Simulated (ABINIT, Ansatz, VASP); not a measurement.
# One structure in several programs: YAl₃ (Pm-3m, 4 atoms in the cell)

Self-consistent single point.

```
YAl3
1.0
    4.20441     0.00000     0.00000
    0.00000     4.20441     0.00000
    0.00000     0.00000     4.20441
Y Al
1 3
Direct
  0.00000   0.00000   0.00000
  0.00000   0.50000   0.50000
  0.50000   0.00000   0.50000
  0.50000   0.50000   0.00000
```

Shared settings, as Ansatz (a quantum-chemistry and plane-wave program) writes them: kpoints.mp_grid.grid = 3 3 3; scf.occupations.method = fermi_dirac; scf.occupations.width = 0.1 eV. Potentials and cutoffs stand in the table.

| code | model | pressure (GPa) | cutoff |
|---|---|---|---|
| ABINIT | LDA (PW92), norm-conserving pseudopotentials (PseudoDojo nc-sr-04 LDA standard) | -1.52 | 36 Ha |
| VASP | LDA (PZ), VASP's LDA PAW potentials (set 64) | -1.40 | 300 eV |
| Ansatz | LDA (PW92), PAW files made with PBE | -1.33 | default |

The spread over the programs that give each value: pressure within 0.19 GPa.

Ansatz's pressure is given at a fixed set of plane waves, as the other plane-wave codes print theirs. The same LDA comes in different parametrisations, which differ slightly.

On the base mesh (6 6 6) the same programs gave: ABINIT pressure -1.25 GPa; Ansatz pressure -1.08 GPa; VASP pressure -1.15 GPa.

VASP's run is marked for a possible Pulay error in its stress at this cutoff; no cutoff test was made.

The starting cell comes from a database of computed structures (which also holds hypothetical and non-ambient phases and stackings), without a prior relaxation at this level. Its lattice was rescaled by a random factor within 2.5 % of one.

Left out of this page: Quantum ESPRESSO, GPAW, FLEUR and SIESTA (not drawn, or without a comparable value); CP2K (on another mesh).

Keys are those of Ansatz 0.2.
